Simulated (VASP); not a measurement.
Set up this calculation in VASP 6.6.1, as the native input.

```
Task                   : relaxation of cell and atoms
Functional             : PBE
Potentials or basis    : VASP PAW PBE potentials, release 64 (Ge_d)
Cutoff                 : 520 eV
k mesh                 : 10 × 10 × 10
Occupations            : gaussian, width 1 eV
Spin                   : no spin polarisation
Further INCAR settings : ALGO = Normal; EDIFF = 1e-07; IBRION = 2; EDIFFG = -0.002; NSW = 80; ISIF = 3
```

The structure of Ge lies in POSCAR:

```
Ge                                      
1.0
   -0.0000000000      2.8882922375      2.8882922375
    2.8882922375      0.0000000000      2.8882922375
    2.8882922375      2.8882922375     -0.0000000000
  Ge            
     2
Direct
     0.0000000000000000    0.0000000000000000    0.0000000000000000
     0.2500000000000000    0.2500000000000000    0.2500000000000000
```

These files were run (other wordings do the same):

INCAR

```
SYSTEM = Ge
PREC = Accurate ; ENCUT = 520
EDIFF = 1E-7 ; ISMEAR = 0
SIGMA = 1.0 ; LREAL = .False.
LASPH = .True. ; NELM = 60
ALGO = Normal ; ISIF = 3
LWAVE = .False. ; LCHARG = .False.
GGA = PE ; IBRION = 2
NSW = 80 ; EDIFFG = -0.002
```

KPOINTS

```
Automatic mesh
0
Gamma
  10 10 10
  0 0 0
```

Potentials or basis: VASP PAW PBE potentials, release 64 (Ge_d).

Run with:

```console
$ cat potpaw_PBE.64/Ge_d/POTCAR > POTCAR
$ mpirun -np 1 vasp_std > vasp.out
```

Results of the run:

* Relaxed volume: 24.13 Å³/atom
* Relaxed cell: a = 4.087 Å, b = 4.087 Å, c = 4.087 Å, α = 60.00°, β = 60.00°, γ = 60.00°
* Space group after relaxing (to 0.05 Å): Fd-3m (No. 227)
* Energy gained by relaxing: 0.0 meV/atom
* Ionic steps: 2
* Pressure after relaxing: 0.0 GPa
* Band gap on the k mesh: none (metal or under the smearing width)

Caveat: this crystal is a semiconductor, whose small gap the functional closes, so the metal is an error of the method.

Run time: 24 s on 1 thread of Intel(R) Xeon(R) 6975P-C (Granite Rapids), with other jobs on the host, peak memory 0.18 GiB.
